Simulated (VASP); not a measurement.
An input for Ansatz (written as the equivalent of a VASP run, and not itself run):

Ansatz 0.2 input:
```yaml
crystal:
  lattice:
    - [-2.7133732, 2.7133732, 5.2517088]
    - [2.7133732, -2.7133732, 5.2517088]
    - [2.7133732, 2.7133732, -5.2517088]
  atoms:
    - { symbol: Zn, position: [0.0000000, 0.0000000, 0.0000000] }
    - { symbol: Zn, position: [0.7500000, 0.2500000, 0.5000000] }
    - { symbol: Si, position: [0.5000000, 0.5000000, 0.0000000] }
    - { symbol: Si, position: [0.2500000, 0.7500000, 0.5000000] }
    - { symbol: P, position: [0.8750000, 0.8566131, 0.4816131] }
    - { symbol: P, position: [0.1433869, 0.6250000, 0.0183869] }
    - { symbol: P, position: [0.3750000, 0.3933869, 0.5183869] }
    - { symbol: P, position: [0.6066131, 0.1250000, 0.9816131] }
kpoints:
  mp_grid: { grid: [5, 5, 5] }
hamiltonian:
  xc: pbe
  pseudopotentials: { kind: paw }
scf:
  occupations: { method: gaussian, width: 0.05 }
  max_iter: 100
relax:
  max_steps: 60
  f_tol: 0.02
  cell: {}
output: { forces: true, stress: true, eigenvalues: true }
```

Question: Write the VASP files for the same calculation (PBE).

Answer: This is not unique; one that fits is 
### INCAR
```
SYSTEM = ZnSiP2
PREC = Accurate
ENCUT = 400
EDIFF = 1E-6
NELM = 100
ALGO = Normal
LREAL = .FALSE.
LASPH = .TRUE.
ISMEAR = 0
SIGMA = 0.05
GGA = PE
LMAXMIX = 4
LWAVE = .FALSE.
LCHARG = .FALSE.
IBRION = 2
ISIF = 3
NSW = 60
EDIFFG = -0.02
```

**KPOINTS**
```
Automatic mesh
0
Gamma
5 5 5
0 0 0
```

**POSCAR**
```
ZnSiP2
1
   -2.7133731619     2.7133731619     5.2517088093
    2.7133731619    -2.7133731619     5.2517088093
    2.7133731619     2.7133731619    -5.2517088093
Zn Si P
2 2 4
Direct
  0.0000000000   0.0000000000   0.0000000000
  0.7500000000   0.2500000000   0.5000000000
  0.5000000000   0.5000000000   0.0000000000
  0.2500000000   0.7500000000   0.5000000000
  0.8750000000   0.8566130784   0.4816130784
  0.1433869216   0.6250000000   0.0183869216
  0.3750000000   0.3933869216   0.5183869216
  0.6066130784   0.1250000000   0.9816130784
```

POTCAR, in this order: Zn Si P (PBE.64 set). Program: vasp_std.

What does not carry over: each code has its own PAW files, so the cut-off isn't converted (ENCUT is set for VASP's; basis.ecutwfc is left out, and Ansatz then takes the one that its files recommend); Ansatz stops its SCF on the density residual and VASP on the energy change (EDIFF).

The compound is ZnSiP2 in the chalcopyrite structure. This run relaxes it. Symmetry was kept, so distortions that lower it aren't found. The start is the result of an earlier pass.
